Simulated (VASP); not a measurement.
# Cu3Sn: structure and properties in VASP

How well does AM05 reproduce what experiment finds for Cu3Sn? The cell is relaxed first, and properties follow on it. The steps: full relaxation (AM05), second relaxation, density, ELF and potential (AM05), band structure (AM05), total and projected DOS (AM05) and vibrations at Γ (AM05). The start is a cell from a database of measured crystal structures.

Program: VASP 6.6.1. Level of theory: AM05; plane waves and PAW (Cu, Sn_d). Results are calculated unless marked as measured.

Experimental background.

“Preparation of large Cu3Sn single crystal by Czochralski method” (2022, arxiv:2206.07186) reports for Cu3Sn, orthorhombic, by powder XRD, Rietveld refinement (crushed Czochralski-grown single crystal): lattice constant a (a, Pmmn setting) 4.34 Å.

Report form: the programs' logs are mostly left out.

### Step 1. The structure

Before any relaxation, the start is as follows. It takes space group Pmmn (No. 59, orthorhombic). The conventional cell has a = 4.320 Å, b = 5.490 Å, c = 4.740 Å, α = 90.00°, β = 90.00°, γ = 90.00°. Nearest to Cu lie 8 Cu at 2.68 to 2.74 Å and 4 Sn at 2.68 to 2.75 Å. Cu has 8 Cu at 2.68 to 2.75 Å and 4 Sn at 2.68 to 2.74 Å nearest. Sn has 12 Cu at 2.68 to 2.75 Å nearest. Farther neighbours are not listed.

### Step 2. Full relaxation (AM05)

The start need not lie at this functional's minimum. ISIF = 3 frees volume, shape and positions, and EDIFFG sets the threshold on forces and stress at which the search stops. AM05 is built from the electron gas and the surface model, and does well on lattice constants.

Contents of INCAR:

```
SYSTEM = Cu3Sn
PREC = Accurate
ENCUT = 400
EDIFF = 1E-06
NELM = 100
ISMEAR = 1
SIGMA = 0.2
LREAL = .FALSE.
ALGO = Normal
GGA = AM
NBANDS = 58
LASPH = .TRUE.
LORBIT = 11
LWAVE = .FALSE.
LCHARG = .FALSE.
KPAR = 4
IBRION = 2
NSW = 60
ISIF = 3
EDIFFG = -0.01
```

Contents of POSCAR:

```
Cu3Sn
1.0
    4.3200000000      0.0000000000      0.0000000000
    0.0000000000      5.4900000000      0.0000000000
    0.0000000000      0.0000000000      4.7400000000
Cu Sn
6 2
Direct
    0.5000000000      0.0000000000      0.3330000000
    0.0000000000      0.5000000000      0.6670000000
    0.0000000000      0.2500000000      0.1670000000
    0.0000000000      0.7500000000      0.1670000000
    0.5000000000      0.7500000000      0.8330000000
    0.5000000000      0.2500000000      0.8330000000
    0.0000000000      0.0000000000      0.6670000000
    0.5000000000      0.5000000000      0.3330000000
```

Contents of KPOINTS:

```
Automatic mesh
0
Gamma
6 5 6
0 0 0
```

Potentials, in the order of the species: Cu and Sn_d (PBE family, release 64).

Started as:

```bash
> mpirun -np 4 vasp_std
```

Elapsed: 15 min, on 4 MPI ranks of Intel Xeon Platinum 8375C at 2.90GHz (Ice Lake), shared host; peak memory 1.2 GiB; 59 min of CPU time.

The k-mesh is coarse for a metal. The PAW data sets were made with PBE, which is usual practice but a small mismatch for other functionals. The run keeps the 8 symmetry operations of its start, so it cannot find a distortion of lower symmetry.

The steps of the relaxation:

| step | energy less that of the first step (eV) | largest force (eV/Å) | pressure (GPa) | volume (Å³) |
| --- | --- | --- | --- | --- |
| 1 | 0.0000 | 0.4892 | -2.81 | 112.42 |
| 2 | -0.0564 | 0.3930 | 1.60 | 108.45 |
| 3 | -0.0568 | 0.4006 | 1.32 | 108.70 |
| 4 | -0.0830 | 0.2462 | 0.62 | 109.23 |
| 5 | -0.0884 | 0.2708 | 0.23 | 109.58 |
| 6 | -0.0990 | 0.1734 | -0.32 | 110.06 |
| 7 | -0.1043 | 0.0971 | -1.64 | 111.15 |
| 8 | -0.1054 | 0.1043 | -1.27 | 110.83 |
| 9 | -0.1112 | 0.0857 | -0.56 | 110.29 |
| 10 | -0.1133 | 0.0663 | -0.03 | 109.83 |
| 11 | -0.1134 | 0.0636 | 0.22 | 109.68 |
| 12 | -0.1134 | 0.0609 | 0.05 | 109.72 |
| 13 | -0.1146 | 0.0447 | 0.10 | 109.70 |
| 14 | -0.1159 | 0.0247 | 0.24 | 109.67 |
| 15 | -0.1160 | 0.0237 | -0.17 | 109.94 |
| 16 | -0.1160 | 0.0248 | -0.01 | 109.86 |
| 17 | -0.1160 | 0.0234 | -0.07 | 109.89 |
| 18 | -0.1162 | 0.0168 | 0.00 | 109.88 |
| 19 | -0.1163 | 0.0118 | -0.10 | 109.87 |
| 20 | -0.1163 | 0.0067 | 0.27 | 109.70 |
| 21 | -0.1164 | 0.0093 | -0.02 | 109.79 |

| conventional cell, symmetrised | before | after | change |
| --- | --- | --- | --- |
| a (Å) | 4.320 | 4.266 | -1.3 % |
| b (Å) | 5.490 | 5.443 | -0.8 % |
| c (Å) | 4.740 | 4.728 | -0.3 % |
| volume (Å³/atom) | 14.05 | 13.72 | -2.3 % |

The atoms that moved most (Å, as changes of fractional coordinates times the final cell):

| atom | dx | dy | dz | length |
| --- | --- | --- | --- | --- |
| Cu1 | 0.000 | 0.000 | -0.137 | 0.137 |
| Cu2 | 0.000 | 0.000 | 0.137 | 0.137 |
| Cu5 | 0.000 | -0.008 | 0.045 | 0.046 |
| Cu6 | 0.000 | 0.008 | 0.045 | 0.046 |
| Cu4 | 0.000 | 0.008 | -0.045 | 0.046 |
| Cu3 | 0.000 | -0.008 | -0.045 | 0.046 |
| Sn7 | 0.000 | 0.000 | -0.033 | 0.033 |
| Sn8 | 0.000 | 0.000 | 0.033 | 0.033 |

The relaxed structure:

```xyz
8
Lattice="4.2659 0.0000 0.0000 0.0000 5.4435 0.0000 0.0000 0.0000 4.7281" Properties=species:S:1:pos:R:3 pbc="T T T"
Cu    2.1330    0.0000    1.4370
Cu    0.0000    2.7217    3.2911
Cu    0.0000    1.3527    0.7448
Cu    0.0000    4.0908    0.7448
Cu    2.1330    4.0744    3.9833
Cu    2.1330    1.3691    3.9833
Sn    0.0000    0.0000    3.1205
Sn    2.1330    2.7217    1.6076
```

Numbers from this step:

```yaml
electrons: 94
bands: 58
irreducible_k_points: 48
symmetry_operations: 8
free_energy_toten: -32.60 eV
energy_at_zero_smearing: -32.60 eV
fermi_energy: 9.494 eV
pressure: -0.02127 GPa
metallic: yes
scf_cycles_over_all_ionic_steps: 175
```

It ends with a largest force of 0.009 eV/Å and a pressure of -0.02 GPa. The volume lies -2.3 % from that of the database's start, which holds the thermal and zero-point expansion of its experiment.

### Step 3. Second relaxation

A relaxation keeps the plane waves of the cell it began with, so it is repeated from the new cell, on a basis made for it.

INCAR is that of step 2.

Contents of POSCAR:

```
Cu3Sn
1.0
    4.2659436407      0.0000000000      0.0000000000
    0.0000000000      5.4434882120      0.0000000000
    0.0000000000      0.0000000000      4.7280877705
Cu Sn
6 2
Direct
    0.5000000000      0.0000000000      0.3039339253
    0.0000000000      0.5000000000      0.6960660747
    0.0000000000      0.2484963417      0.1575205400
    0.0000000000      0.7515036583      0.1575205400
    0.5000000000      0.7484963417      0.8424794600
    0.5000000000      0.2515036583      0.8424794600
    0.0000000000      0.0000000000      0.6599827050
    0.5000000000      0.5000000000      0.3400172950
```

KPOINTS is that of step 2.

Started as:

```bash
> mpirun -np 4 vasp_std
```

Elapsed: 73 s, on 4 MPI ranks; peak memory 1.1 GiB; 4.8 min of CPU time.

Little changed from the start: no atom moved by 0.005 Å and no cell edge by 0.1 %.

This step gave:

| Property | Result |
| --- | --- |
| free energy (TOTEN) | -32.58 eV |
| energy at zero smearing | -32.59 eV |
| pressure | 4.06e-4 GPa |
| SCF cycles over all ionic steps | 16 |

It ends with a largest force of 0.010 eV/Å and a pressure of 0.00 GPa. The volume moved by under 0.01 %: the run met its threshold at the first step.

### Step 4. Density, ELF and potential (AM05)

A single point on the relaxed cell gives a clean self-consistent state, with density, ELF and potential written out.

Changes to INCAR since step 3:

```diff
@@ -14,7 +14,5 @@
 LWAVE = .FALSE.
-LCHARG = .FALSE.
-KPAR = 4
-IBRION = 2
-NSW = 60
-ISIF = 3
-EDIFFG = -0.01
+LCHARG = .TRUE.
+ISIF = 2
+LELF = .TRUE.
+LVHAR = .TRUE.
```

POSCAR is that of step 3.

KPOINTS is that of step 3.

Started as:

```bash
> mpirun -np 4 vasp_std
```

Run time: 82 s. Hardware: 4 MPI ranks; peak memory 0.67 GiB.

This step gave:

```yaml
scf_cycles: 15
bands: 60
pressure: 0.1535 GPa
```

Valence electrons inside each PAW sphere by angular momentum. Sphere charges, by row:

| atom | s (e) | p (e) | d (e) | tot (e) |
| --- | --- | --- | --- | --- |
| Cu1 | 0.418 | 0.387 | 9.192 | 9.997 |
| Cu2 | 0.418 | 0.387 | 9.192 | 9.997 |
| Cu3 | 0.418 | 0.395 | 9.19 | 10 |
| Cu4 | 0.418 | 0.395 | 9.19 | 10 |
| Cu5 | 0.418 | 0.395 | 9.19 | 10 |
| Cu6 | 0.418 | 0.395 | 9.19 | 10 |
| Sn7 | 1.096 | 1.281 | 10.06 | 12.44 |
| Sn8 | 1.096 | 1.281 | 10.06 | 12.44 |

Electrostatic potential energy in the bc plane at fractional x = 0.000, with atoms of Cu and Sn within 0.2 Å of it. With pseudopotentials it is smooth inside the atoms' cores, unlike the true potential.

Ten even steps from '_' (-87 eV) to '@' (1 eV), each cell a mean:
```
@@@@@@@@@@@@@@@@@@@@@@@@@@@@@@
##%%@@@@@@@@%%##%%@@@@@@@@@@##
::==##@@@@%%**++++##@@@@@@**::
__..++@@@@##++====**@@@@%%--__
____++@@@@%%++====**@@@@##::__
__--##@@@@@@##****%%@@@@%%++..
**##@@@@@@@@@@@@@@@@@@@@@@%%**
@@@@@@@@@@@@@@@@@@@@@@@@@@@@@@
@@@@%%####%%@@@@@@@@%%##%%@@@@
@@@@**++++**@@@@@@%%**++++##@@
@@%%++====++%%@@@@##======##@@
@@%%**====**%%@@@@##++==++##@@
@@@@%%****%%@@@@@@@@##**##%%@@
```
Columns run along b (5.4 Å; values clipped at the 3rd and 97th percentile), rows up along c (4.7 Å). Atoms in or near the plane, at fractional coordinates: Cu at (0.50, 0.70), Cu at (0.25, 0.16), Cu at (0.75, 0.16), Sn at (0.00, 0.66).

Valence density in the bc plane at fractional x = 0.000, with atoms of Cu and Sn within 0.2 Å of it. It is the smooth field of the valence electrons, not physical close to the nuclei.

Ten even steps from '_' (0 e/Å³) to '@' (15 e/Å³), each cell a mean:
```
______________________________
______________________________
::..________..==--__________..
**--________--@@##..______..==
##--________::##++..______..++
--..__________....__________::
______________________________
______________________________
______________________________
____..====..________::==::____
____::%%%%::________++@@**..__
____::****..________--##==____
______....____________..______
```
Columns run along b (5.4 Å), rows up along c (4.7 Å). Atoms in or near the plane, at fractional coordinates: Cu at (0.50, 0.70), Cu at (0.25, 0.16), Cu at (0.75, 0.16), Sn at (0.00, 0.66).

ELF in the bc plane at fractional x = 0.000, with atoms of Cu and Sn within 0.2 Å of it. It is the smooth field of the valence electrons, not physical close to the nuclei.

Ten even steps from '_' (0.00) to '@' (0.40), each cell a mean:
```
####**++++++++++++++++++++**##
@@%%%%%%##++++====++**%%%%%%@@
++%%@@@@##==::__..--++%%@@@@**
::--@@%%**==..____::++%%@@##::
----@@%%**==..____--++##@@**..
--**@@##**====::--==++##%%@@==
@@@@%%##**++========++**##@@@@
@@%%##++==++******++==++**##@@
@@**++======++****========++##
**==--....--==**++==..__..==++
++==..____..==++==--______--==
++==::____::==++++==..____====
**++==----==++**++++==--==++++
```
Columns run along b (5.4 Å), rows up along c (4.7 Å). Atoms in or near the plane, at fractional coordinates: Cu at (0.50, 0.70), Cu at (0.25, 0.16), Cu at (0.75, 0.16), Sn at (0.00, 0.66).

In this run the pressure is 0.15 GPa, small enough to go on.

### Step 5. Band structure (AM05)

Levels along the symmetry lines show where the bands peak and cross; KPOINTS_OPT computes them in the converged potential.

Contents of INCAR:

```
SYSTEM = Cu3Sn
PREC = Accurate
ENCUT = 400
EDIFF = 1E-06
NELM = 100
ISMEAR = 1
SIGMA = 0.2
LREAL = .FALSE.
ALGO = Normal
GGA = AM
NBANDS = 70
LASPH = .TRUE.
LORBIT = 11
LWAVE = .FALSE.
LCHARG = .FALSE.
KPAR = 4
```

POSCAR is that of step 4.

KPOINTS is that of step 4.

Contents of KPOINTS_OPT:

```
Line mode
12
Line-mode
Reciprocal
  0.00000000   0.00000000   0.00000000 GAMMA
 -0.50000000   0.00000000   0.00000000 X

 -0.50000000   0.00000000   0.00000000 X
 -0.50000000   0.00000000  -0.50000000 S

 -0.50000000   0.00000000  -0.50000000 S
  0.00000000   0.00000000  -0.50000000 Y

  0.00000000   0.00000000  -0.50000000 Y
  0.00000000   0.00000000   0.00000000 GAMMA

  0.00000000   0.00000000   0.00000000 GAMMA
  0.00000000  -0.50000000   0.00000000 Z

  0.00000000  -0.50000000   0.00000000 Z
 -0.50000000  -0.50000000   0.00000000 U

 -0.50000000  -0.50000000   0.00000000 U
 -0.50000000  -0.50000000  -0.50000000 R

 -0.50000000  -0.50000000  -0.50000000 R
  0.00000000  -0.50000000  -0.50000000 T

  0.00000000  -0.50000000  -0.50000000 T
  0.00000000  -0.50000000   0.00000000 Z

  0.00000000   0.00000000  -0.50000000 Y
  0.00000000  -0.50000000  -0.50000000 T

 -0.50000000  -0.50000000   0.00000000 U
 -0.50000000   0.00000000   0.00000000 X

 -0.50000000   0.00000000  -0.50000000 S
 -0.50000000  -0.50000000  -0.50000000 R
```

Started as:

```bash
> mpirun -np 4 vasp_std
```

Run time: 3.4 min. Hardware: 4 MPI ranks; peak memory 1.7 GiB; 13 min of CPU time.

Spin-orbit coupling is off here; with elements this heavy it splits and shifts levels by tenths of an eV or more.

This step gave:

```yaml
bands: 70
pressure: 0.1113 GPa
```

Electronic bands along the path, in eV, zero at the Fermi level; # counts the bands kept:

| point | #35 | #36 | #37 | #38 | #39 | #40 | #41 | #42 |
| --- | --- | --- | --- | --- | --- | --- | --- | --- |
| Γ | -1.77 | -1.11 | 0.85 | 1.64 | 2.16 | 2.44 | 3.03 | 3.45 |
| 0.55 of the way | -1.63 | -1.24 | 0.07 | 0.10 | 1.97 | 2.12 | 3.45 | 3.56 |
| X | -1.51 | -1.51 | -1.29 | -1.29 | 1.30 | 1.30 | 4.66 | 4.66 |
| 0.55 of the way | -1.59 | -1.59 | -1.56 | -1.56 | 1.83 | 1.83 | 2.65 | 2.65 |
| S | -1.97 | -1.97 | -1.72 | -1.72 | 0.96 | 0.96 | 1.99 | 1.99 |
| 0.45 of the way | -2.06 | -1.74 | -1.47 | -1.13 | 1.57 | 2.52 | 2.67 | 3.01 |
| Y | -1.50 | -0.85 | 0.16 | 0.34 | 1.16 | 2.23 | 3.93 | 4.59 |
| 0.45 of the way | -1.44 | -0.45 | -0.10 | 1.11 | 1.73 | 2.15 | 3.20 | 3.99 |
| Γ | -1.77 | -1.11 | 0.85 | 1.64 | 2.16 | 2.44 | 3.03 | 3.45 |
| 0.55 of the way | -1.11 | -0.45 | 0.04 | 0.44 | 1.36 | 1.40 | 2.33 | 4.80 |
| Z | -0.62 | -0.62 | -0.24 | -0.24 | 1.30 | 1.30 | 2.55 | 2.55 |
| 0.45 of the way | -0.50 | -0.50 | -0.42 | -0.42 | 2.42 | 2.42 | 3.69 | 3.69 |
| U | -0.13 | -0.13 | 0.41 | 0.41 | 1.59 | 1.59 | 2.18 | 2.18 |
| 0.45 of the way | -1.39 | -1.39 | -1.20 | -1.20 | 3.75 | 3.75 | 4.21 | 4.21 |
| R | -2.33 | -2.33 | -2.14 | -2.14 | 5.27 | 5.27 | 5.60 | 5.60 |
| 0.45 of the way | -1.33 | -1.33 | -1.08 | -1.08 | 4.00 | 4.00 | 5.00 | 5.00 |
| T | 1.38 | 1.38 | 1.42 | 1.42 | 2.17 | 2.17 | 2.59 | 2.59 |
| 0.45 of the way | 0.37 | 0.37 | 1.06 | 1.06 | 2.55 | 2.55 | 3.27 | 3.27 |
| Z | -0.62 | -0.62 | -0.24 | -0.24 | 1.30 | 1.30 | 2.55 | 2.55 |
| jump to Y | -1.50 | -0.85 | 0.16 | 0.34 | 1.16 | 2.23 | 3.93 | 4.59 |
| 0.45 of the way | -0.23 | 0.58 | 0.58 | 0.59 | 1.43 | 2.22 | 3.08 | 3.59 |
| T | 1.38 | 1.38 | 1.42 | 1.42 | 2.17 | 2.17 | 2.59 | 2.59 |
| jump to U | -0.13 | -0.13 | 0.41 | 0.41 | 1.59 | 1.59 | 2.18 | 2.18 |
| 0.45 of the way | -1.09 | -1.09 | 0.61 | 0.61 | 1.33 | 1.33 | 2.65 | 2.65 |
| X | -1.51 | -1.51 | -1.29 | -1.29 | 1.30 | 1.30 | 4.66 | 4.66 |
| jump to S | -1.97 | -1.97 | -1.72 | -1.72 | 0.96 | 0.96 | 1.99 | 1.99 |

Of the projections kept (Cu, Sn), the largest for each band there; the rest of the weight can lie on other orbitals:

| point | #35 | #36 | #37 | #38 | #39 | #40 | #41 | #42 |
| --- | --- | --- | --- | --- | --- | --- | --- | --- |
| Γ | Cu 0.95 | Cu 0.87 | Cu 0.71 | Cu 0.56 | Cu 0.51 | Cu 0.66 | Sn 0.60 | Cu 0.81 |
| X | Cu 0.87 | Cu 0.87 | Cu 0.87 | Cu 0.87 | Cu 0.80 | Cu 0.80 | Cu 0.69 | Cu 0.69 |
| S | Cu 0.87 | Cu 0.87 | Cu 0.80 | Cu 0.80 | Cu 0.74 | Cu 0.74 | Cu 0.89 | Cu 0.89 |
| Y | Cu 0.83 | Cu 0.87 | Cu 0.74 | Cu 0.71 | Cu 0.72 | Cu 0.80 | Sn 0.51 | Cu 0.57 |
| Γ | Cu 0.95 | Cu 0.87 | Cu 0.71 | Cu 0.56 | Cu 0.51 | Cu 0.66 | Sn 0.60 | Cu 0.81 |
| Z | Cu 0.79 | Cu 0.79 | Cu 0.75 | Cu 0.75 | Cu 0.72 | Cu 0.72 | Cu 0.82 | Cu 0.82 |

There is no gap at this level.

### Step 6. Total and projected DOS (AM05)

A density of states needs more k-points than a total energy; ISMEAR = -5 takes tetrahedra, and LORBIT projects the states on the PAW spheres. The mesh is finer than in the run before.

Changes to INCAR since step 5:

```diff
@@ -5,3 +5,3 @@
 NELM = 100
-ISMEAR = 1
+ISMEAR = -5
 SIGMA = 0.2
@@ -16 +16,2 @@
 KPAR = 4
+NEDOS = 2001
```

POSCAR is that of step 5.

Contents of KPOINTS:

```
Automatic mesh
0
Gamma
9 7 8
0 0 0
```

Started as:

```bash
> mpirun -np 4 vasp_std
```

It took 2.9 min on 4 MPI ranks; peak memory 1.8 GiB; 11 min of CPU time.

With tetrahedra the forces and stress of a metal are not exact derivatives of the energy.

This step gave:

```
SCF cycles             : 17
irreducible k-points   : 100
free energy (TOTEN)    : -32.56 eV
Fermi energy           : 9.489 eV
pressure               : 0.1872 GPa
DOS at the Fermi level : 2.291 states/eV/cell
```

(Continued in part 2 of 2.)

[Lines on the potential files, build, host, timing and source positions are cut from VASP's logs without a mark.]

[Logs are printed without paths, hosts, clocks, repeated set-up lines and the standing remarks that a program may print on its own settings, such as how far it seeks lower states.]

[Hosts, paths, dates, database ids (printed as entryN), source tags and the programs' standing remarks are cut or masked in the printed files.]

[A measured line is paired with the nearest computed mode of its activity, which favours agreement.]

[In band tables of VASP the shares of atoms and orbitals are scaled to a sum of 1 inside the atoms' spheres.]
